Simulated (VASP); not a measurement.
```yaml
crystal:
  lattice:
    - [0.00000, 2.24390, 2.24390]
    - [2.24390, 0.00000, 2.24390]
    - [2.24390, 2.24390, 0.00000]
  atoms:
    - { symbol: Nb, position: [0.00000, 0.00000, 0.00000] }
    - { symbol: C, position: [0.50000, 0.50000, 0.50000] }
```

All values below come from PW91 GGA, VASP's PBE PAW potentials (set 64) (plane waves; VASP 6.6.1). Run with 520 eV cut-off, 16×16×16 Γ-centred mesh, tetrahedra with Blöchl corrections, potentials Nb_sv C.

Task: What does the run give for the energy per atom (σ→0), band gap (on the k-mesh) with the smallest direct gap where there is one?

Result: 
```json
{
 "band gap (on the k-mesh)": "none (metal, semimetal or under 0.01 eV)",
 "energy per atom (σ→0)": "-10.266 eV/atom"
}
```

Only differences to runs with the same potentials and settings are physical.

The compound is NbC in the rock salt structure. It was relaxed first. The electron count is odd and the run is not spin-polarised, which forces a metal.
